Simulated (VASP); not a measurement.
An input for Quantum ESPRESSO's pw.x (written as the equivalent of a VASP run, and not itself run):

```
&CONTROL
  calculation = 'vc-relax'
  pseudo_dir = './pseudo'
  outdir = './out'
  tprnfor = .true.
  tstress = .true.
  nstep = 60
  forc_conv_thr = 0.00078
/
&SYSTEM
  ibrav = 0
  nat = 5
  ntyp = 3
  ecutwfc = 84
  occupations = 'smearing'
  smearing = 'methfessel-paxton'
  degauss = 0.00735
  input_dft = 'pw91'
/
&ELECTRONS
  conv_thr = 7.3e-08
  electron_maxstep = 100
/
&IONS
/
&CELL
/
ATOMIC_SPECIES
  Sr 87.620 Sr.upf
  V 50.941 V.upf
  O 15.999 O.upf
CELL_PARAMETERS angstrom
     3.8607587   -0.0000000   -0.0000000
    -0.0000000    3.8607587   -0.0000000
     0.0000000   -0.0000000    3.8607587
ATOMIC_POSITIONS crystal
  Sr   0.0000000  0.0000000  0.0000000
  V    0.5000000  0.5000000  0.5000000
  O    0.5000000  0.0000000  0.5000000
  O    0.0000000  0.5000000  0.5000000
  O    0.5000000  0.5000000  0.0000000
K_POINTS automatic
  7 7 7 0 0 0
```

Question: Write the VASP files for the same calculation (PW91).

Answer: Several could match; the one computed here: 
**POSCAR**
```
SrVO3
1.0
  3.8607586656   0.0000000000   0.0000000000
  0.0000000000   3.8607586656   0.0000000000
  0.0000000000   0.0000000000   3.8607586656
Sr V O
1 1 3
Cart
  0.0000000000   0.0000000000   0.0000000000
  1.9303793328   1.9303793328   1.9303793328
  1.9303793328   0.0000000000   1.9303793328
  0.0000000000   1.9303793328   1.9303793328
  1.9303793328   1.9303793328   0.0000000000
```

### INCAR
```
SYSTEM = SrVO3
PREC = Accurate
ENCUT = 520
EDIFF = 1E-6
NELM = 100
ALGO = Normal
LREAL = .FALSE.
LASPH = .TRUE.
ISMEAR = 1
SIGMA = 0.1
GGA = 91
LMAXMIX = 4
LWAVE = .FALSE.
LCHARG = .FALSE.
IBRION = 2
ISIF = 3
NSW = 60
EDIFFG = -0.02
```

**KPOINTS**
```
Automatic mesh
0
Gamma
7 7 7
0 0 0
```

POTCAR, in this order: Sr_sv V_sv O (PBE.64 set). Program: vasp_std.

What does not carry over: the potentials are each code's own (VASP's PAW set, PseudoDojo norm-conserving files in pw.x), so ENCUT and ecutwfc are chosen apart and not converted; conv_thr bounds pw.x's estimated SCF error, while EDIFF bounds the energy change between steps; forc_conv_thr acts on force components and is met together with etot_conv_thr.

The compound is SrVO3 in the cubic perovskite structure. It was relaxed first. The start is the result of an earlier pass.
